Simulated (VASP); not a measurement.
Input of a VASP 6.6.1 run:

File INCAR:

```
PREC = Accurate
ENCUT = 520
EDIFF = 1E-6
ISMEAR = 0
SIGMA = 0.1
LREAL = F
LASPH = T
NELM = 150
ALGO = Normal
ISIF = 2
LWAVE = F
LCHARG = F
METAGGA = R2SCAN
LMIXTAU = T
KPAR = 4
```

KPOINTS

```
Automatic mesh
0
Gamma
  10 10 4
```

File POSCAR:

```
HfTaN3
1.0
    1.5193500000     -4.9279400000      0.0000000000
    1.5193500000      4.9279400000      0.0000000000
    0.0000000000      0.0000000000      7.4390300000
Hf Ta N
2 2 6
Direct
    0.2567970000      0.7432030000      0.7500000000
    0.7432030000      0.2567970000      0.2500000000
    0.0000000000      0.0000000000      0.5000000000
    0.0000000000      0.0000000000      0.0000000000
    0.9075430000      0.0924570000      0.7500000000
    0.0924570000      0.9075430000      0.2500000000
    0.6373680000      0.3626320000      0.5722960000
    0.6373680000      0.3626320000      0.9277040000
    0.3626320000      0.6373680000      0.0722960000
    0.3626320000      0.6373680000      0.4277040000
```

Potentials or basis: VASP PAW PBE potentials, release 64 (Hf_pv, Ta_pv, N).

The run is started by

```sh
$ cat potpaw_PBE.64/Hf_pv/POTCAR potpaw_PBE.64/Ta_pv/POTCAR potpaw_PBE.64/N/POTCAR > POTCAR
$ mpirun -np 4 vasp_std > vasp.out
```

Task: What does it give for the band gap on the k mesh?

Result: None (metal or under the smearing width).

Task: Estimate the pressure.

Result: -4.2 GPa.

Forces on the atoms (eV/Å):
```
Hf   0.000 -0.152  0.000
Hf   0.000  0.152  0.000
Ta   0.000  0.000  0.000
Ta   0.000  0.000  0.000
N    0.000  0.147  0.000
N    0.000 -0.147  0.000
N    0.000  0.153 -0.099
N    0.000  0.153  0.099
N    0.000 -0.153 -0.099
N    0.000 -0.153  0.099
```

Caveat: the PAW data sets were made with another functional, which shifts forces and pressure a little. The run has no spin-orbit coupling, so splittings on Hf, Ta are missing.
